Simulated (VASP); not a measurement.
VASP runs on SnSe$_{2}$ (space group P-3m1) share one base input (PBEsol GGA, plane waves, VASP's PBE PAW potentials (set 64)) and change the settings named in each case.

File POSCAR:
```
SnSe2
1.0
  1.9050000000  -3.2995570000   0.0000000000
  1.9050000000   3.2995570000   0.0000000000
  0.0000000000   0.0000000000   6.1400000000
Sn Se
1 2
Cart
  0.0000000000   0.0000000000   0.0000000000
  1.9050000000   1.0998545330   1.5350000000
  1.9050000000  -1.0998545330   4.6050000000
```

KPOINTS:
```
Automatic mesh
0
Gamma
7 7 4
0 0 0
```

### INCAR
```
SYSTEM = SnSe2
PREC = Accurate
ENCUT = 300
EDIFF = 1E-6
NELM = 100
ALGO = Normal
LREAL = .FALSE.
LASPH = .TRUE.
ISMEAR = -1
SIGMA = 0.05
GGA = PS
LMAXMIX = 4
LWAVE = .FALSE.
LCHARG = .FALSE.
ISIF = 2
```

POTCAR, in this order: Sn_d Se (PBE.64 set). Program: vasp_std.

```tsv
change	E(σ→0) (eV/atom)	pressure (GPa)	largest force (eV/Å)	−TS (eV)
base run	-4.3146	2.23	0.551	-0.0001
GGA removed, POTCAR Sn_d Se (LDA.64 set)	-4.5854	0.59	0.437	-0.0001
GGA_COMPAT = .FALSE., LNONCOLLINEAR = .TRUE., LSORBIT = .TRUE., MAGMOM = 0.0 0.0 0.0 0.0 0.0 0.0 0.0 0.0 0.0, program vasp_ncl	-4.3447	…	…	-0.0001
KPOINTS 1×1×1 Γ-centred mesh	0.7273	36.34	0.294	-0.0015
```

Q: What belongs in the gaps?

A: 
- GGA_COMPAT = .FALSE., LNONCOLLINEAR = .TRUE., LSORBIT = .TRUE., MAGMOM = 0.0 0.0 0.0 0.0 0.0 0.0 0.0 0.0 0.0, program vasp_ncl, pressure (GPa): 2.28
- GGA_COMPAT = .FALSE., LNONCOLLINEAR = .TRUE., LSORBIT = .TRUE., MAGMOM = 0.0 0.0 0.0 0.0 0.0 0.0 0.0 0.0 0.0, program vasp_ncl, largest force (eV/Å): 0.556

Energies of different potentials or functionals have different zeros.  Unless said otherwise, spin-orbit coupling is left out, though it shifts the bands of the heavy elements here. At 300 eV the pressure can carry a Pulay error.

Left out are runs that ran out of time, are held back, or changed the cell or the kind of run, fixed moments of cells without a moment, rows past the twelfth, gaps on odd meshes, pressures of charged cells and columns that move by less than the noise.

The structure is a typed SnSe2 crystal. The cell was not relaxed at this level, forces remain on its atoms.
